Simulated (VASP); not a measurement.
Given:

```
CELL_PARAMETERS angstrom
      0.00000     2.60120     2.60120
      2.60120     0.00000     2.60120
      2.60120     2.60120     0.00000
ATOMIC_POSITIONS crystal
  Zr 0.00000 0.00000 0.00000
  O  0.25000 0.25000 0.25000
  O  0.75000 0.75000 0.75000
```

Calculation: vdW-DF2, VASP's PBE PAW potentials (set 64) (plane waves; VASP 6.6.1). Run with 520 eV cut-off, 7×7×7 Γ-centred mesh, Gaussian smearing of 0.050 eV, potentials Zr_sv O.

Task: Estimate the energy per atom (σ→0).

Result: 
```json
{
 "energy per atom (σ→0)": "-7.488 eV/atom"
}
```

Only differences to runs with the same potentials and settings are physical.

The compound is ZrO2 in the fluorite structure, the high-temperature cubic form, which is unstable at 0 K; the monoclinic form is the stable one. It was relaxed first, which changed the volume by +7 %. The start is the result of an earlier pass.
